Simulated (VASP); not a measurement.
## In$_{2}$O$_{3}$ (relaxed from the Bi2Te3 structure, space group R-3m): computed properties

All values below come from PBEsol GGA, VASP's PBE PAW potentials (set 64) (plane waves; VASP).

```yaml
space_group: R-3m (166)
cell: a = 3.3297 Å, b = 3.3297 Å, c = 21.4086 Å, α = 90.00°, β = 90.00°, γ = 120.00°
volume_per_atom: 13.70 Å³/atom
band gap (over mesh and band path): 1.03 eV
smallest direct gap (over mesh and band path): 1.03 eV
band_edge_character: direct, Γ to Γ
density: 6.73 g/cm³
```

```cif
data_In6O9
_chemical_formula_sum 'In6 O9'
_space_group_name_H-M_alt 'R-3m :H'
_space_group_IT_number 166
_space_group_name_Hall '-R 3 2"'
_cell_length_a 3.32972
_cell_length_b 3.32972
_cell_length_c 21.40855
_cell_angle_alpha 90.000
_cell_angle_beta 90.000
_cell_angle_gamma 120.000
loop_
_atom_site_label
_atom_site_type_symbol
_atom_site_symmetry_multiplicity
_atom_site_Wyckoff_symbol
_atom_site_fract_x
_atom_site_fract_y
_atom_site_fract_z
_atom_site_occupancy
In1 In 6 c 0.00000 0.00000 0.40170 1
O1 O 3 a 0.00000 0.00000 0.00000 1
O2 O 6 c 0.00000 0.00000 0.22820 1
```
(The calculation used a cell of 5 atoms; values per cell refer to that cell.)

Without a dispersion term in the relaxation, distances and binding between the weakly bound layers, chains or molecules are unreliable, and so is what depends on them. Unless said otherwise, spin-orbit coupling is left out, though it shifts the bands of the heavy elements here.

The structure was generated: In2O3 was put into the Bi2Te3 type (R-3m), which need not be its known phase. It was relaxed first, which changed the volume by +25 %. Symmetry was kept, so distortions that lower it aren't found.
